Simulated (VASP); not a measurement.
TlBr (CsCl type), at 1.04 of the tabulated volume:

```xyz
2
Lattice="4.0425 0.0000 0.0000 0.0000 4.0425 0.0000 0.0000 0.0000 4.0425" Properties=species:S:1:pos:R:3 pbc="T T T"
Tl     0.0000     0.0000     0.0000
Br     2.0213     2.0213     2.0213
```

The highest filled band near X, direction along the valley's axis, from PBE with spin-orbit coupling in VASP (PAW); its two spin partners are averaged. The gap over the points computed is 1.54 eV, and the next band on that side lies 0.53 eV away at the edge.

Settings: 400 eV cut-off, 7×7×7 Γ-centred mesh, Gaussian smearing of 0.050 eV, potentials Tl_d Br.

```csv
distance from the edge in k (1/Å),distance in energy (meV)
0.018,4.0
0.025,7.6
0.035,14.9
0.050,29.9
0.070,56.9
```

Q: Fit E(1 + αE) = ħ²k²/2m* (ħ²/2m0 = 3.810 eV Å²) and predict the row at 0.095 1/Å.

A: Least squares on the energies gives the hole mass m* = 0.308 m0 and α = 1.12 per eV, and so 100.2 meV. The run gave 100.0 meV, -0.2 meV from the fit.

Left out are points under 3 meV from the edge, since the levels carry 0.1 meV, and points farther than half the way to the next band.

The compound is TlBr in the CsCl type structure. The cell was not relaxed at this level.
